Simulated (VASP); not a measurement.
A convergence study with VASP on AlN (wurtzite): one setting is varied, all else stays as given below, so the limit is that of these other settings. Each run relaxes cell and ions from the cell shown.

```yaml
crystal:
  lattice:
    - [1.55500, -2.69334, 0.00000]
    - [1.55500, 2.69334, 0.00000]
    - [0.00000, 0.00000, 4.98000]
  atoms:
    - { symbol: Al, position: [0.66667, 0.33333, 0.50000] }
    - { symbol: Al, position: [0.33333, 0.66667, 0.00000] }
    - { symbol: N, position: [0.66667, 0.33333, 0.88200] }
    - { symbol: N, position: [0.33333, 0.66667, 0.38200] }
```

These are LDA (Ceperley-Alder, Perdew-Zunger), VASP's LDA PAW potentials (set 64) (plane waves; VASP) values and carry that method's errors. The tightest run used: 700 eV cut-off, 12×12×7 Γ-centred mesh, Gaussian smearing of 0.050 eV, potentials Al N.

```tsv
setting	relaxed volume (Å³/atom)	E (eV/atom)	irreducible k-points
2×2×1 mesh	10.136	-7.9940	2
3×3×2 mesh	10.229	-8.1654	6
4×4×2 mesh	10.230	-8.2041	8
```

Question: These are the cheaper rows. Estimate the results at 12×12×7 mesh, and how far the last row shown lies from them.

Answer: 
```
quantity                  tightest run  last row shown is off by
------------------------  ------------  ------------------------
relaxed volume (Å³/atom)        10.235                    -0.005
E (eV/atom)                    -8.2121                    0.0081
```

Left out are rungs that failed or repeat a setting and relaxations that didn't move; long series are thinned to 24 rows.

The compound is AlN in the wurtzite structure.
